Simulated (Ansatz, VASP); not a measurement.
# La3InB in two plane-wave programs

Wanted: the spread between two codes on one cell, functional and k mesh. The cell is taken from a series of runs on this material, whose earlier steps may have relaxed, scaled, displaced or heated it; both programs get it as it stands.

Main program and level: Ansatz 0.2.0; plane waves, with VASP 6.6.1 beside it; zone-centre phonons at PBEsol.

### 1. The structure

Symmetry: Pm-3m, No. 221, cubic system. The conventional cell has a = 5.247 Å, b = 5.247 Å, c = 5.247 Å, α = 90.00°, β = 90.00°, γ = 90.00°. La has 2 B at 2.62 Å and 4 In at 3.71 Å and 8 La at 3.71 Å nearest. In has 12 La at 3.71 Å nearest. Nearest to B lie 6 La at 2.62 Å. Farther neighbours are not listed.

Structure file:

```cif
data_structure
_symmetry_space_group_name_H-M 'Pm-3m'
_symmetry_Int_Tables_number 221
_cell_length_a 5.2473
_cell_length_b 5.2473
_cell_length_c 5.2473
_cell_angle_alpha 90.000
_cell_angle_beta 90.000
_cell_angle_gamma 90.000
_cell_volume 144.48
loop_
_atom_site_label
_atom_site_type_symbol
_atom_site_symmetry_multiplicity
_atom_site_Wyckoff_symbol
_atom_site_fract_x
_atom_site_fract_y
_atom_site_fract_z
_atom_site_occupancy
La1 La 3 c 0.50000 0.00000 0.50000 1
In1 In 1 a 0.00000 0.00000 0.00000 1
B1 B 1 b 0.50000 0.50000 0.50000 1
```

### 2. VASP: zone-centre phonons, PBEsol

Second derivatives magnify differences that forces hide, and they need a tight electronic threshold.

Lines of VASP's logs that name or quote its potential files are left out, and so is its time.

Contents of INCAR:

```
SYSTEM = La3InB
PREC = Accurate
ENCUT = 500
EDIFF = 1E-08
NELM = 200
ISMEAR = 1
SIGMA = 0.2
LREAL = .FALSE.
ALGO = Normal
GGA = PS
NBANDS = 30
LASPH = .TRUE.
LORBIT = 11
LWAVE = .FALSE.
LCHARG = .FALSE.
ISIF = 2
IBRION = 8
GGA_COMPAT = .FALSE.
LMAXMIX = 6
KPAR = 2
```

Contents of POSCAR:

```
La3InB
1.0
    5.2472787968      0.0000000000      0.0000000000
    0.0000000000      5.2472787968      0.0000000000
    0.0000000000      0.0000000000      5.2472787968
La In B
3 1 1
Direct
    0.5000000000      0.0000000000      0.5000000000
    0.5000000000      0.5000000000      0.0000000000
    0.0000000000      0.5000000000      0.5000000000
    0.0000000000      0.0000000000      0.0000000000
    0.5000000000      0.5000000000      0.5000000000
```

Contents of KPOINTS:

```
Automatic mesh
0
Gamma
8 8 8
0 0 0
```

The projector-augmented-wave data sets are La, In_d and B (PBE family, release 64).

The run is started by

```
mpirun -np 2 vasp_std
```

Numbers of over 12 decimals in the logs are rounded to 6 here.

Output:

```text
[banner, memory and clock lines left out]
running    2 mpi-ranks, on    1 nodes
 distrk:  each k-point on    1 cores,    2 groups
 distr:  one band on    1 cores,    1 groups

 POSCAR found type information on POSCAR LaInB
 POSCAR found :  3 types and       5 ions
|                                                                             |
|               ----> ADVICE to this user running VASP <----                  |
|                                                                             |
|     You enforced a specific xc type in the INCAR file but a different       |
|     [... a line on the potential file left out ...]
|     I HOPE YOU KNOW WHAT YOU ARE DOING!                                     |
|                                                                             |

 LDA part: xc-table for (Slater+PW92), standard interpolation
 POSCAR, INCAR and KPOINTS ok, starting setup
 FFT: planning ... GRIDC
 FFT: planning ... GRID_SOFT
 FFT: planning ... GRID
 WAVECAR not read
 entering main loop
       N       E                     dE             d eps       ncg     rms          rms(c)
DAV:   1     0.601859168446E+03    0.60186E+03   -0.16950E+04  2100   0.216E+03
DAV:   2     0.117619053021E+03   -0.48424E+03   -0.47366E+03  3116   0.459E+02
DAV:   3    -0.124202368554E+02   -0.13004E+03   -0.12846E+03  3312   0.300E+02
DAV:   4    -0.288560714809E+02   -0.16436E+02   -0.15352E+02  3936   0.989E+01
DAV:   5    -0.311384014308E+02   -0.22823E+01   -0.22076E+01  4112   0.370E+01    0.100E+01
DAV:   6    -0.270299184078E+02    0.41085E+01   -0.38998E+01  3696   0.294E+01    0.487E+00
DAV:   7    -0.267914630027E+02    0.23846E+00   -0.37123E+00  4050   0.151E+01    0.200E+00
DAV:   8    -0.267856963903E+02    0.57666E-02   -0.39876E-01  4016   0.455E+00    0.940E-01
DAV:   9    -0.267835627764E+02    0.21336E-02   -0.38358E-02  4122   0.144E+00    0.320E-01
DAV:  10    -0.267837616594E+02   -0.19888E-03   -0.73958E-03  4184   0.593E-01    0.975E-02
DAV:  11    -0.267839048105E+02   -0.14315E-03   -0.12747E-03  3968   0.264E-01    0.692E-02
DAV:  12    -0.267840353847E+02   -0.13057E-03   -0.73399E-04  3936   0.171E-01    0.304E-02
DAV:  13    -0.267840717658E+02   -0.36381E-04   -0.20420E-04  4176   0.931E-02    0.160E-02
DAV:  14    -0.267840945294E+02   -0.22764E-04   -0.16102E-04  3736   0.653E-02    0.466E-03
DAV:  15    -0.267840980585E+02   -0.35290E-05   -0.38200E-05  4176   0.352E-02    0.195E-03
DAV:  16    -0.267840984987E+02   -0.44026E-06   -0.57564E-06  3706   0.171E-02    0.170E-03
DAV:  17    -0.267840988456E+02   -0.34688E-06   -0.25271E-06  3738   0.934E-03    0.267E-04
DAV:  18    -0.267840988604E+02   -0.14809E-07   -0.39635E-07  3240   0.453E-03    0.642E-04
DAV:  19    -0.267840990061E+02   -0.14565E-06   -0.27923E-07  3106   0.326E-03    0.365E-04
DAV:  20    -0.267840989531E+02    0.52974E-07   -0.61271E-08  3018   0.203E-03    0.235E-04
DAV:  21    -0.267840989696E+02   -0.16476E-07   -0.28559E-09  1674   0.679E-04    0.694E-05
DAV:  22    -0.267840989695E+02    0.12187E-09   -0.12158E-09  1626   0.656E-04
   1 F= -.26784099E+02 E0= -.26782600E+02  d E =-.449714E-02
 Linear response reoptimize wavefunctions to high precision
DAV:   1    -0.267840989812E+02   -0.11734E-07   -0.28811E-09  1802   0.540E-04
DAV:   2    -0.267840989814E+02   -0.18190E-09   -0.99822E-10  1608   0.654E-04
DAV:   3    -0.267840989813E+02    0.12642E-09   -0.62803E-10  1596   0.322E-04
 Linear response DOF=           4
 Linear response progress:
  Degree of freedom:   1/  4
       N       E                     dE             d eps       ncg     rms          rms(c)
RMM:   1    -0.296797368094E+00   -0.29680E+00   -0.12761E-02  9989   0.126E+01
RMM:   2    -0.282568031693E+00    0.14229E-01   -0.97102E-02 15079   0.165E+00    0.101E-01
RMM:   3    -0.285836450099E+00   -0.32684E-02   -0.41909E-02 18242   0.614E-01    0.596E-02
RMM:   4    -0.286544370609E+00   -0.70792E-03   -0.82724E-03 18365   0.262E-01    0.501E-02
RMM:   5    -0.287604901819E+00   -0.10605E-02   -0.49144E-03 17732   0.187E-01    0.248E-02
RMM:   6    -0.288303594444E+00   -0.69869E-03   -0.31691E-03 19305   0.126E-01    0.113E-02
RMM:   7    -0.288570729916E+00   -0.26714E-03   -0.23814E-03 19190   0.910E-02    0.737E-03
RMM:   8    -0.288662890916E+00   -0.92161E-04   -0.13842E-03 20441   0.660E-02    0.110E-02
RMM:   9    -0.288611673418E+00    0.51217E-04   -0.92177E-04 18738   0.524E-02    0.222E-02
RMM:  10    -0.288805799225E+00   -0.19413E-03   -0.55622E-04 18092   0.466E-02    0.133E-02
RMM:  11    -0.289008343150E+00   -0.20254E-03   -0.41463E-04 19197   0.423E-02    0.443E-03
RMM:  12    -0.289037064103E+00   -0.28721E-04   -0.24540E-04 18874   0.295E-02    0.475E-03
RMM:  13    -0.289025609675E+00    0.11454E-04   -0.16515E-04 19309   0.199E-02    0.302E-03
[...]
RMM:  16    -0.288993177475E+00   -0.67514E-05   -0.44571E-05 19371   0.970E-03    0.114E-03
RMM:  17    -0.289003596556E+00   -0.10419E-04   -0.34106E-05 18562   0.823E-03    0.820E-04
RMM:  18    -0.289027246759E+00   -0.23650E-04   -0.23196E-05 19104   0.800E-03    0.939E-04
RMM:  19    -0.289023140955E+00    0.41058E-05   -0.17391E-05 18854   0.584E-03    0.276E-04
RMM:  20    -0.289020767164E+00    0.23738E-05   -0.11936E-05 18949   0.490E-03    0.203E-04
[...]
RMM:   3    -0.277783931795E+00   -0.29400E-02   -0.38214E-02 10229   0.666E-01    0.895E-02
RMM:   4    -0.278439815708E+00   -0.65588E-03   -0.59778E-03 10536   0.270E-01    0.540E-02
RMM:   5    -0.279291298078E+00   -0.85148E-03   -0.35897E-03 10262   0.184E-01    0.157E-02
RMM:   6    -0.279431312871E+00   -0.14001E-03   -0.23592E-03 11178   0.105E-01    0.144E-02
RMM:   7    -0.279645698723E+00   -0.21439E-03   -0.15379E-03 11468   0.751E-02    0.106E-02
RMM:   8    -0.279769198327E+00   -0.12350E-03   -0.93245E-04 11123   0.572E-02    0.967E-03
RMM:   9    -0.279926554642E+00   -0.15736E-03   -0.68343E-04 11103   0.495E-02    0.176E-03
RMM:  10    -0.279928497472E+00   -0.19428E-05   -0.40193E-04 11661   0.338E-02    0.460E-03
RMM:  11    -0.279955510737E+00   -0.27013E-04   -0.28109E-04 11614   0.258E-02    0.391E-03
RMM:  12    -0.279973968515E+00   -0.18458E-04   -0.17749E-04 11677   0.205E-02    0.391E-03
RMM:  13    -0.279983413854E+00   -0.94453E-05   -0.11857E-04 11240   0.165E-02    0.291E-03
RMM:  14    -0.280053822676E+00   -0.70409E-04   -0.88613E-05 11747   0.205E-02    0.635E-03
[...]
RMM:  23    -0.280031388407E+00   -0.93970E-06   -0.34022E-06 11208   0.284E-03    0.521E-04
RMM:  24    -0.280030721257E+00    0.66715E-06   -0.30296E-06 11090   0.258E-03    0.736E-04
RMM:  25    -0.280030739053E+00   -0.17796E-07   -0.21164E-06 11569   0.233E-03    0.806E-04
RMM:  26    -0.280030732504E+00    0.65482E-08   -0.19754E-06 11382   0.216E-03    0.871E-04
RMM:  27    -0.280032383725E+00   -0.16512E-05   -0.13921E-06 11636   0.212E-03    0.696E-04
RMM:  28    -0.280032678851E+00   -0.29513E-06   -0.13493E-06 11486   0.189E-03    0.721E-04
RMM:  29    -0.280033548106E+00   -0.86925E-06   -0.90198E-07 11605   0.183E-03    0.637E-04
RMM:  30    -0.280033691652E+00   -0.14355E-06   -0.97953E-07 11642   0.170E-03    0.656E-04
 first order change of Fermi-energy  -0.58175E-03
 force on displaced ion       1 direction 2 :   0.000  -7.178   0.000
 Linear response progress:
  Degree of freedom:   3/  4
       N       E                     dE             d eps       ncg     rms          rms(c)
RMM:   1    -0.238339274883E+00   -0.23834E+00   -0.15066E-01  6326   0.277E+00
RMM:   2    -0.240185242180E+00   -0.18460E-02   -0.12581E-02  8098   0.526E-01    0.353E-02
RMM:   3    -0.240458952148E+00   -0.27371E-03   -0.14925E-03  9309   0.135E-01    0.274E-02
RMM:   4    -0.240490039501E+00   -0.31087E-04   -0.31972E-04  9235   0.806E-02    0.126E-02
RMM:   5    -0.240479141729E+00    0.10898E-04   -0.79302E-05 10084   0.313E-02    0.815E-03
RMM:   6    -0.240479774669E+00   -0.63294E-06   -0.31412E-05 10553   0.193E-02    0.269E-03
RMM:   7    -0.240473576832E+00    0.61978E-05   -0.13952E-05 10887   0.106E-02    0.226E-03
RMM:   8    -0.240462021321E+00    0.11556E-04   -0.56476E-06 10915   0.691E-03    0.128E-03
RMM:   9    -0.240456527674E+00    0.54936E-05   -0.26158E-06 11282   0.495E-03    0.539E-04
RMM:  10    -0.240455126375E+00    0.14013E-05   -0.13621E-06 11332   0.372E-03    0.333E-04
RMM:  11    -0.240453624170E+00    0.15022E-05   -0.74016E-07 11676   0.308E-03    0.118E-04
RMM:  12    -0.240453870791E+00   -0.24662E-06   -0.46300E-07 11521   0.259E-03    0.130E-04
RMM:  13    -0.240453428116E+00    0.44267E-06   -0.36249E-07 11648   0.227E-03    0.462E-05
RMM:  14    -0.240453469787E+00   -0.41671E-07   -0.19996E-07 11774   0.204E-03    0.395E-05
[...]
RMM:  19    -0.240453427573E+00    0.72445E-08   -0.16120E-07 11563   0.148E-03    0.821E-05
RMM:  20    -0.240453415605E+00    0.11968E-07   -0.14912E-07 11838   0.143E-03    0.868E-05
RMM:  21    -0.240453422899E+00   -0.72944E-08   -0.15518E-07 11489   0.138E-03    0.992E-05
RMM:  22    -0.240453389169E+00    0.33731E-07   -0.13771E-07 11663   0.135E-03    0.988E-05
RMM:  23    -0.240453393071E+00   -0.39026E-08   -0.13996E-07 11521   0.132E-03    0.113E-04
RMM:  24    -0.240453392149E+00    0.92224E-09   -0.12258E-07 11666   0.130E-03    0.120E-04
RMM:  25    -0.240453392262E+00   -0.11299E-09   -0.12470E-07 11556   0.128E-03    0.124E-04
RMM:  26    -0.240453386228E+00    0.60345E-08   -0.11769E-07 11724   0.126E-03    0.126E-04
 first order change of Fermi-energy   0.35840E-04
 force on displaced ion       4 direction 1 :  -1.570  -0.000   0.000
 Linear response progress:
  Degree of freedom:   4/  4
       N       E                     dE             d eps       ncg     rms          rms(c)
RMM:   1    -0.425548619516E-01   -0.42555E-01   -0.29675E-03  9958   0.860E-01
RMM:   2    -0.436773069726E-01   -0.11224E-02   -0.43412E-03  8423   0.417E-01    0.167E-01
RMM:   3    -0.430893193805E-01    0.58799E-03   -0.30308E-03  8299   0.299E-01    0.615E-02
RMM:   4    -0.435477442693E-01   -0.45842E-03   -0.12966E-03  9592   0.148E-01    0.221E-02
RMM:   5    -0.435483997879E-01   -0.65552E-06   -0.24445E-04  8465   0.949E-02    0.134E-02
RMM:   6    -0.436646232124E-01   -0.11622E-03   -0.64895E-05  9457   0.376E-02    0.416E-03
RMM:   7    -0.436663444922E-01   -0.17213E-05   -0.37254E-05 10125   0.186E-02    0.369E-03
RMM:   8    -0.436691812743E-01   -0.28368E-05   -0.86180E-06 10410   0.101E-02    0.110E-03
RMM:   9    -0.436752887715E-01   -0.61075E-05   -0.38404E-06 11154   0.520E-03    0.717E-04
RMM:  10    -0.436745600834E-01    0.72869E-06   -0.16534E-06 11859   0.311E-03    0.270E-04
RMM:  11    -0.436762679449E-01   -0.17079E-05   -0.78993E-07 11811   0.221E-03    0.184E-04
RMM:  12    -0.436754437207E-01    0.82422E-06   -0.34073E-07 11873   0.157E-03    0.121E-04
RMM:  13    -0.436759239552E-01   -0.48023E-06   -0.14549E-07 12053   0.118E-03    0.461E-05
RMM:  14    -0.436759897252E-01   -0.65770E-07   -0.91099E-08 11979   0.933E-04    0.288E-05
RMM:  15    -0.436758940138E-01    0.95711E-07   -0.30152E-08 11908   0.754E-04    0.241E-05
RMM:  16    -0.436759556322E-01   -0.61618E-07    0.54620E-08 11899   0.640E-04    0.189E-05
RMM:  17    -0.436759690262E-01   -0.13394E-07   -0.13686E-08 11794   0.556E-04    0.110E-05
RMM:  18    -0.436759912012E-01   -0.22175E-07   -0.31451E-08 11780   0.490E-04    0.179E-05
RMM:  19    -0.436760269670E-01   -0.35766E-07   -0.34762E-08 11657   0.442E-04    0.466E-06
RMM:  20    -0.436760454043E-01   -0.18437E-07   -0.36612E-08 11618   0.401E-04    0.681E-06
RMM:  21    -0.436760493379E-01   -0.39337E-08   -0.29943E-08 11424   0.370E-04    0.645E-06
 first order change of Fermi-energy   0.24441E-02
 force on displaced ion       5 direction 1 :   0.020  -0.000  -0.000
 Linear response finished
```

[end of part 1 of 2]

[Lines on the potential files, build, host, timing and source positions are cut from VASP's logs without a mark.]

[Logs are printed without paths, hosts, clocks, repeated set-up lines and the standing remarks that a program may print on its own settings, such as how far it seeks lower states.]

[Hosts, paths, dates, database ids (printed as entryN), source tags and the programs' standing remarks are cut or masked in the printed files.]
